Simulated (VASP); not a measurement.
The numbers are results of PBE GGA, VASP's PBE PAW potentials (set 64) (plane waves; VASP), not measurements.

Input for VASP

POSCAR:
```
CeBe2
1.0
  0.0000000000   3.7642440000   3.7642440000
  3.7642440000   0.0000000000   3.7642440000
  3.7642440000   3.7642440000   0.0000000000
Be Ce
4 2
Cart
  0.9410610000   0.9410610000   0.9410610000
  0.9410610000   2.8231830000   2.8231830000
  2.8231830000   0.9410610000   2.8231830000
  2.8231830000   2.8231830000   0.9410610000
  5.6463660000   5.6463660000   5.6463660000
  3.7642440000   3.7642440000   3.7642440000
```

File KPOINTS:
```
K-points
0
gamma
 5 5 5
0 0 0
```

**INCAR**
```
LCHARG = .FALSE.
EDIFF = 1E-6
NSW = 50   ! most ionic steps
LASPH = .TRUE.   ! aspherical one-centre terms
LORBIT = 11
PREC = Accurate
ENCUT = 300   ! plane-wave cut-off (eV)
GGA = PE   ! PBE
LWAVE = .FALSE.
LREAL = .FALSE.
ISMEAR = -1   ! Fermi-Dirac
ALGO = Normal   ! blocked Davidson
EDIFFG = -0.01   ! ionic stop
LMAXMIX = 6   ! l cut-off of mixed one-centre charges
IBRION = 2   ! conjugate gradients
SIGMA = 0.1   ! width (eV)
NELM = 100   ! most electronic steps
MAGMOM = 4*0.0 2*1.0
ISPIN = 2
ISIF = 3   ! ions, shape and volume
SYSTEM = CeBe2
```

POTCAR, in this order: Be Ce (PBE.64 set). Program: vasp_std.

At this cut-off the stress carries a Pulay error, which pulls relaxed volumes low. Energy and stress use the plane-wave basis of the starting cell.

Question: What does the run give for the energy per atom (σ→0), cell moment, volume per atom, band gap (on the k-mesh)?

Answer: 
| Item | Value |
|---|---|
| energy per atom (σ→0) | -4.374 eV/atom |
| cell moment | 0.00 μB |
| band gap (on the k-mesh) | none (metal, semimetal or under 0.01 eV) |
| volume per atom | 14.90 Å³/atom |

OSZICAR:
```
...
DAV:   1    -0.263807168147E+02   -0.30764E-02   -0.38053E-02  1151   0.153E+00    0.530E-01
DAV:   2    -0.263927600085E+02   -0.12043E-01   -0.21467E-01  1333   0.283E+00    0.107E+00
DAV:   3    -0.263774426261E+02    0.15317E-01   -0.10133E-01  1115   0.187E+00    0.412E-02
DAV:   4    -0.263777665148E+02   -0.32389E-03   -0.35912E-03  1419   0.307E-01    0.722E-02
DAV:   5    -0.263777186799E+02    0.47835E-04   -0.27650E-04  1281   0.105E-01    0.253E-02
DAV:   6    -0.263777113389E+02    0.73411E-05   -0.51758E-05  1367   0.398E-02    0.613E-03
DAV:   7    -0.263777112271E+02    0.11178E-06   -0.61684E-06  1091   0.119E-02
   5 F= -.26377711E+02 E0= -.26241792E+02  d E =-.709113E-04  mag=     0.0021
```

The structure was generated: CeBe2 was put into an ordered model structure, which need not be its known phase. This run relaxes it. Symmetry was kept, so distortions that lower it aren't found. The k-mesh is coarse (spacing up to 0.31 per Å, 2π included), so the numbers may not be converged in it. The run is one of a series of settings (EDIFFG = -0.01, IBRION = 2, ISIF = 3, NSW = 50 against the base run), some of them coarse on purpose. VASP warned that the highest band is occupied, so more bands are needed.
